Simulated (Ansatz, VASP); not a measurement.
Be16B (a cell with a defect) in VASP and in Ansatz

```
CELL_PARAMETERS angstrom
-2.29000 -3.96640 0.00000
3.43500 -1.98320 0.00000
0.00000 0.00000 7.17686
ATOMIC_POSITIONS crystal
Be 0.75147 0.49395 0.00990
Be 0.44466 0.33204 0.29515
Be 0.70649 0.44505 0.52348
Be 0.55292 0.28529 0.79060
Be 0.50763 0.96933 0.00794
Be 0.23845 0.84304 0.23378
Be 0.50264 0.92398 0.48928
Be 0.27833 0.81983 0.73992
Be 0.26004 0.47541 0.01233
Be 0.96111 0.31927 0.23790
Be 0.09659 0.59172 0.46815
Be 0.02633 0.33085 0.75305
Be 0.99947 0.99242 0.99212
Be 0.75214 0.81058 0.25239
Be 0.03128 0.08017 0.48772
Be 0.78152 0.80454 0.74483
B 0.34588 0.32684 0.58320
```

Alike in both runs: functional PBE; dispersion D3(BJ); k mesh 3 × 3 × 2; occupations fermi-dirac, width 0.05 eV; no spin polarisation.

Ansatz relaxed the structure, and its values are those at the end. VASP's run is a single point on that final structure, the one shown.

|  | VASP | Ansatz |
| --- | --- | --- |
| version | VASP 6.6.1 | Ansatz 0.2.0 |
| potentials or method | VASP PAW PBE potentials, release 64 (Be, B) | scalar-relativistic, plane waves, PAW |
| plane-wave cutoff (eV) | 520 | 420 |
| valence electrons in the cell | 35 | 35 |

Ansatz gave:

* rms of the force components (eV/Å): 0.023
* dispersion energy (meV/atom): -354.2

Question: What did VASP give for the same quantities?

Answer: rms of the force components (eV/Å): 0.023; dispersion energy (meV/atom): -354.1.

Caveats: the k mesh is coarse (spacing up to 0.53 Å⁻¹), so the values aren't converged.
